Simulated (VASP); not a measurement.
Crystal: GaGe3.

```
CELL_PARAMETERS angstrom
0.00000 3.38717 3.38717
3.38717 0.00000 3.38717
3.38717 3.38717 0.00000
ATOMIC_POSITIONS crystal
Ge 0.50000 0.50000 0.50000
Ge 0.75000 0.75000 0.75000
Ge 0.25000 0.25000 0.25000
Ga 0.00000 0.00000 0.00000
```

The cell comes from a database or a generator and needn't be the stable form of this composition.

* Program: VASP 6.6.1
* Task: single point
* Functional: PBEsol
* Potentials or basis: VASP PAW PBE potentials, release 64 (Ge_d, Ga_d)
* Cutoff: 520 eV
* k mesh: 7 × 7 × 7
* Occupations: fermi-dirac, width 0.05 eV
* Spin: no spin polarisation

On this cell: pressure -3.9 GPa; largest force zero by symmetry; band gap on the k mesh none (metal or under the smearing width).

The same run follows on a disturbed copy (atoms moved at random, drawn with an rms of 0.05 Å):

```
Ge Ga
1.0
     0.00000    3.38717    3.38717
     3.38717    0.00000    3.38717
     3.38717    3.38717    0.00000
Ge Ga
3 1
Cartesian
  3.3730 3.3939 3.4160
  5.0738 5.0998 5.1187
  1.7175 1.6971 1.7076
  -0.0238 0.0694 -0.0266
```

**Question.** What changes?

**Answer.** The energy (extrapolated to zero smearing) moves by +1.9 meV/atom; pressure -3.8 GPa; largest force 0.156 eV/Å; band gap on the k mesh none (metal or under the smearing width).

Forces in eV/Å, atoms in the order of the input:
```
Ge   0.019  0.028 -0.026
Ge   0.009  0.019 -0.054
Ge  -0.074  0.062 -0.023
Ga   0.046 -0.108  0.103
```

Stress tensor (GPa, compression positive):
```
-3.84 -0.01  0.03
-0.01 -3.81 -0.08
 0.03 -0.08 -3.81
```

Caveats: the PAW data sets were made with another functional, which shifts forces and pressure a little.
